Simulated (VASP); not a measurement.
All values below come from revPBE GGA, VASP's PBE PAW potentials (set 64) (plane waves; VASP).

VASP input:

File KPOINTS:
```
Automatic mesh
0
Gamma
9 9 5
0 0 0
```

### INCAR
```
! general
SYSTEM = SiC
PREC   = Accurate
ENCUT  = 520
LREAL  = .FALSE.
LASPH  = .TRUE.

! electronic loop
EDIFF  = 1E-7
NELM   = 100   ! most electronic steps
ALGO   = Normal

! smearing
ISMEAR = -5

! functional
GGA    = RE   ! revPBE

! ions
ISIF   = 2   ! forces and stress, cell fixed

! output
LWAVE  = .FALSE.
LCHARG = .TRUE.
LORBIT = 11
NEDOS  = 601   ! DOS grid

! other
LEFG   = .TRUE.
```

**POSCAR**
```
SiC
1
    1.5507128833    -2.6859132530     0.0000000000
    1.5507128833     2.6859132530     0.0000000000
    0.0000000000     0.0000000000     5.0920365769
Si C
2 2
Direct
  0.6666670000   0.3333330000   0.4995668419
  0.3333330000   0.6666670000   0.9995668419
  0.6666670000   0.3333330000   0.8754331581
  0.3333330000   0.6666670000   0.3754331581
```

POTCAR, in this order: Si C (PBE.64 set). Program: vasp_std.

The resulting files:

OSZICAR:
```
       N       E                     dE             d eps       ncg     rms          rms(c)
DAV:   1     0.381623924039E+02    0.38162E+02   -0.74117E+03   864   0.119E+03
DAV:   2    -0.292339890208E+02   -0.67396E+02   -0.62239E+02  1228   0.193E+02
DAV:   3    -0.323226166806E+02   -0.30886E+01   -0.30684E+01  1140   0.408E+01
DAV:   4    -0.323593556570E+02   -0.36739E-01   -0.36705E-01  1080   0.519E+00
DAV:   5    -0.323600197665E+02   -0.66411E-03   -0.66397E-03  1120   0.659E-01    0.126E+01
DAV:   6    -0.289736888410E+02    0.33863E+01   -0.99855E+00  1056   0.200E+01    0.587E+00
DAV:   7    -0.288975540740E+02    0.76135E-01   -0.89000E-01  1112   0.624E+00    0.253E+00
DAV:   8    -0.288896052704E+02    0.79488E-02   -0.44433E-02  1024   0.160E+00    0.551E-01
DAV:   9    -0.288899096887E+02   -0.30442E-03   -0.68565E-03  1076   0.655E-01    0.148E-01
DAV:  10    -0.288903451840E+02   -0.43550E-03   -0.84598E-04  1004   0.217E-01    0.521E-02
DAV:  11    -0.288903711827E+02   -0.25999E-04   -0.15751E-04  1040   0.965E-02    0.892E-03
DAV:  12    -0.288903735215E+02   -0.23388E-05   -0.55087E-06  1100   0.195E-02    0.314E-03
DAV:  13    -0.288903741031E+02   -0.58159E-06   -0.61704E-07  1052   0.662E-03    0.265E-03
DAV:  14    -0.288903741395E+02   -0.36441E-07   -0.81018E-08   732   0.225E-03
   1 F= -.28890374E+02 E0= -.28890374E+02  d E =0.000000E+00
```

**OUTCAR**
```
------------------------ aborting loop because EDIFF is reached ----------------------------------------
  FORCE on cell =-STRESS in cart. coord.  units (eV):
  Direction    XX          YY          ZZ          XY          YZ          ZX
  --------------------------------------------------------------------------------------
  Total        0.0169917      0.0169917     -0.0573206      0.0000000      0.0000000      0.0000000
  in kB        0.6418053      0.6418052     -2.1650925      0.0000000      0.0000000      0.0000000
  external PRESSURE =      -0.2938273 kB  Pullay stress =       0.0000000 kB
  volume of cell :       42.42
      direct lattice vectors                 reciprocal lattice vectors
     1.550712883 -2.685913253  0.000000000     0.322432351 -0.186156422  0.000000000
     1.550712883  2.685913253  0.000000000     0.322432351  0.186156422  0.000000000
     0.000000000  0.000000000  5.092036577     0.000000000  0.000000000  0.196385078
  FREE ENERGIE OF THE ION-ELECTRON SYSTEM (eV)
  ---------------------------------------------------
  free  energy   TOTEN  =       -28.8903741395 eV

  energy  without entropy=      -28.8903741395  energy(sigma->0) =      -28.89037414

 total charge

# of ion       s       p       d       tot
------------------------------------------
    1        0.707   0.949   0.000   1.656
    2        0.707   0.949   0.000   1.656
    3        0.840   1.686   0.000   2.526
    4        0.840   1.686   0.000   2.526
--------------------------------------------------
tot          3.095   5.270   0.000   8.365

 Electric field gradients after diagonalization (V/A^2)
 (convention: |V_zz| > |V_xx| > |V_yy|)
----------------------------------------------------------------------
 ion       V_xx      V_yy      V_zz     asymmetry (V_yy - V_xx)/ V_zz
----------------------------------------------------------------------
   1      -1.761    -1.761     3.522       0.000
   2      -1.761    -1.761     3.522       0.000
   3      -1.064    -1.064     2.128       0.000
   4      -1.064    -1.064     2.128       0.000
```
(Selected blocks of OUTCAR.)

The compound is SiC in the wurtzite structure, the rare 2H polytype. It was relaxed first.
